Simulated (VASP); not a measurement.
# Pb (Fm-3m) in VASP: notebook, part 2 of 2

VASP 6.6.1. The steps go on from the part before.

## Step 3: Relaxation of cell and atoms, PBE+D3(BJ)

File INCAR:

```
SYSTEM = Pb
PREC = Accurate ; ENCUT = 600
EDIFF = 1E-6 ; ISMEAR = 1
SIGMA = 0.1 ; LREAL = .False.
LASPH = .True. ; NELM = 80
ALGO = Normal ; ISIF = 3
LWAVE = .False. ; LCHARG = .False.
GGA = PE ; IVDW = 12
IBRION = 2 ; NSW = 90
EDIFFG = -0.01
```

File KPOINTS:

```
Automatic mesh
0
Gamma
  14 14 14
  0 0 0
```

File POSCAR:

```
Pb
1.0
    0.0000000000      2.4750200000      2.4750200000
    2.4750200000      0.0000000000      2.4750200000
    2.4750200000      2.4750200000      0.0000000000
Pb
1
Direct
    0.0000000000      0.0000000000      0.0000000000
```

Potentials or basis: VASP PAW PBE potentials, release 64 (Pb_d).

Launch:

```console
$ cat potpaw_PBE.64/Pb_d/POTCAR > POTCAR
$ mpirun -np 1 vasp_std > vasp.out
```

OUTCAR:

```text
SYSTEM = Pb
   PREC = Accurate
   ENCUT = 600
   EDIFF = 1E-6
   ISMEAR = 1
   LREAL = .False.
   LASPH = .True.
   NELM = 80
   ISIF = 3
   GGA = PE
   IVDW = 12
   IBRION = 2
   NSW = 90
   EDIFFG = -0.01
 IVDW          = 12

 ion  position               nearest neighbor table
   1  0.000  0.000  0.000-

  LATTYP: Found a face centered cubic cell.
 ALAT       =     4.9500400000

  Lattice vectors:

 A1 = (   0.0000000000,   2.4750200000,   2.4750200000)
[... 570 lines left out ...]
 [... further k-points ...]

------------------------ aborting loop because EDIFF is reached ----------------------------------------

 Edisp (eV)   -0.40717

 E8    (eV) :    -0.2064

  FORCE on cell =-STRESS in cart. coord.  units (eV):
  Direction    XX          YY          ZZ          XY          YZ          ZX
  --------------------------------------------------------------------------------------
  -------------------------------------------------------------------------------------
  Total      -0.00712    -0.00712    -0.00712    -0.00000     0.00000    -0.00000
  in kB      -0.37419    -0.37419    -0.37419    -0.00000     0.00000    -0.00000
  external pressure =       -0.37 kB  Pullay stress =        0.00 kB

 VOLUME and BASIS-vectors are now :
 -----------------------------------------------------------------------------
  energy-cutoff  :      600.00
  volume of cell :       30.51
      direct lattice vectors                 reciprocal lattice vectors
     0.000000000  2.479974203  2.479974203    -0.201615000  0.201615000  0.201615000
     2.479974203  0.000000000  2.479974203     0.201615000 -0.201615000  0.201615000
     2.479974203  2.479974203  0.000000000     0.201615000  0.201615000 -0.201615000

 POSITION                                       TOTAL-FORCE (eV/Angst)
 -----------------------------------------------------------------------------------
      4.95995      4.95995      4.95995        -0.000000      0.000000     -0.000000
 -----------------------------------------------------------------------------------
    total drift:                                0.000000      0.000000      0.000000

  FREE ENERGIE OF THE ION-ELECTRON SYSTEM (eV)
  ---------------------------------------------------
  free  energy   TOTEN  =        -3.9651094082 eV

  energy  without entropy=       -3.9650585521  energy(sigma->0) =       -3.96509246

 reached required accuracy - stopping structural energy minimisation
```

OSZICAR:

```text
N       E                     dE             d eps       ncg     rms          rms(c)
DAV:   1     0.107360388059E+03    0.10736E+03   -0.79800E+03  2300   0.164E+03
DAV:   2     0.123599995500E+01   -0.10612E+03   -0.10416E+03  2342   0.342E+02
DAV:   3    -0.345133325107E+01   -0.46873E+01   -0.46630E+01  2725   0.827E+01
DAV:   4    -0.356175908772E+01   -0.11043E+00   -0.11040E+00  2742   0.138E+01
DAV:   5    -0.356684815866E+01   -0.50891E-02   -0.50890E-02  2925   0.271E+00    0.524E-01
DAV:   6    -0.355765857214E+01    0.91896E-02   -0.15033E-02  2807   0.233E+00    0.260E-01
DAV:   7    -0.355541594493E+01    0.22426E-02   -0.65795E-03  2756   0.148E+00    0.870E-02
DAV:   8    -0.355535642521E+01    0.59520E-04   -0.40662E-04  2727   0.390E-01    0.108E-02
DAV:   9    -0.355535182987E+01    0.45953E-05   -0.11347E-05  2979   0.658E-02    0.532E-03
DAV:  10    -0.355535049396E+01    0.13359E-05   -0.11034E-06  1533   0.150E-02    0.488E-04
DAV:  11    -0.355535054398E+01   -0.50018E-07   -0.18733E-07  1285   0.974E-03
   1 F= -.39650115E+01 E0= -.39650080E+01  d E =-.396501E+01
       N       E                     dE             d eps       ncg     rms          rms(c)
DAV:   1    -0.356401501959E+01   -0.86645E-02   -0.18285E-01  2672   0.965E+00    0.404E-01
DAV:   2    -0.355871390856E+01    0.53011E-02   -0.10470E-02  2645   0.225E+00    0.144E-01
DAV:   3    -0.355795046474E+01    0.76344E-03   -0.30987E-03  2943   0.117E+00    0.115E-02
DAV:   4    -0.355794616902E+01    0.42957E-05   -0.34135E-05  2381   0.699E-02    0.653E-03
DAV:   5    -0.355794353299E+01    0.26360E-05   -0.19661E-05  2348   0.403E-02    0.361E-03
DAV:   6    -0.355794337267E+01    0.16032E-06   -0.10801E-06  1741   0.216E-02
   2 F= -.39651094E+01 E0= -.39650925E+01  d E =-.978876E-04
```

It took 28 s on 1 thread of Intel Xeon 6975P-C (Granite Rapids), shared host; peak memory 0.2 GiB.

What came out:

| Quantity | Value |
| --- | --- |
| Free energy | -3.9651 eV |
| Relaxed volume | 30.51 Å³/atom |
| Relaxed cell | a = 3.507 Å, b = 3.507 Å, c = 3.507 Å, α = 60.00°, β = 60.00°, γ = 60.00° |
| Space group after relaxing (to 0.05 Å) | Fm-3m (No. 225) |
| Energy gained by relaxing | 0.1 meV/atom |
| Ionic steps | 2 |
| Pressure after relaxing | 0.0 GPa |
| Band gap on the k mesh | none (metal or under the smearing width) |
| Dispersion energy per atom | -0.407 eV |

Final structure:
```
Pb
1.0
     0.00000    2.47997    2.47997
     2.47997    0.00000    2.47997
     2.47997    2.47997    0.00000
Pb
1
Direct
  0.00000 0.00000 0.00000
```

Levels at points of the mesh, in eV from the Fermi level:
```csv
k point,band 3,band 4,band 5,band 6,band 7,band 8,band 9,band 10,band 11
"(0.00, 0.00, 0.00)",-17.11,-16.97,-16.97,-11.75,7.33,7.33,7.33,9.72,11.22
"(0.50, 0.00, 0.00)",-17.10,-16.84,-16.84,-8.16,-4.22,5.51,5.51,9.20,9.37
"(0.50, 0.50, 0.00)",-16.85,-16.81,-16.81,-6.77,-3.29,2.00,2.00,5.32,6.59
```

Caveat: pairwise dispersion overbinds metals, which lowers pressure and volume.

## Step 4: Relaxation of cell and atoms, PBE+D3(BJ)

This run uses another cell than the first one, of 30.51 Å³/atom, 1.006 times its volume.

File INCAR:

```
SYSTEM = Pb
PREC = Accurate ; ENCUT = 600
EDIFF = 1E-7 ; ISMEAR = 1
SIGMA = 0.1 ; LREAL = .False.
LASPH = .True. ; NELM = 80
ALGO = Normal ; ISIF = 3
LWAVE = .False. ; LCHARG = .False.
GGA = PE ; IVDW = 12
IBRION = 2 ; NSW = 90
EDIFFG = -0.005
```

KPOINTS is that of step 3.

File POSCAR:

```
Pb                                      
1.0
    0.0000000000      2.4799742033      2.4799742033
    2.4799742033      0.0000000000      2.4799742033
    2.4799742033      2.4799742033      0.0000000000
  Pb            
     1
Direct
     1.0000000000000000    1.0000000000000000    1.0000000000000000
```

Launch:

```console
$ cat potpaw_PBE.64/Pb_d/POTCAR > POTCAR
$ mpirun -np 1 vasp_std > vasp.out
```

Run time: 29 s. Hardware: 1 thread of Intel Xeon 6975P-C (Granite Rapids), shared host; peak memory 0.2 GiB.

It converged, with:

* Free energy: -3.9651 eV
* Relaxed volume: 30.47 Å³/atom
* Relaxed cell: a = 3.506 Å, b = 3.506 Å, c = 3.506 Å, α = 60.00°, β = 60.00°, γ = 60.00°
* Space group after relaxing (to 0.05 Å): Fm-3m (No. 225)
* Energy gained by relaxing: 0.0 meV/atom
* Ionic steps: 2
* Pressure after relaxing: 0.0 GPa
* Band gap on the k mesh: none (metal or under the smearing width)
* Dispersion energy per atom: -0.408 eV

Final structure:
```
Pb
1.0
     0.00000    2.47895    2.47895
     2.47895    0.00000    2.47895
     2.47895    2.47895    0.00000
Pb
1
Direct
  0.00000 0.00000 0.00000
```

Levels at points of the mesh, in eV from the Fermi level:
```csv
k point,band 4,band 5,band 6,band 7,band 8,band 9,band 10,band 11
"(0.00, 0.00, 0.00)",-16.97,-16.97,-11.76,7.34,7.34,7.34,9.72,11.24
"(0.50, 0.00, 0.00)",-16.84,-16.84,-8.17,-4.22,5.51,5.51,9.20,9.38
"(0.50, 0.50, 0.00)",-16.81,-16.81,-6.77,-3.29,2.00,2.00,5.32,6.59
```

Caveat: pairwise dispersion overbinds metals, which lowers pressure and volume.
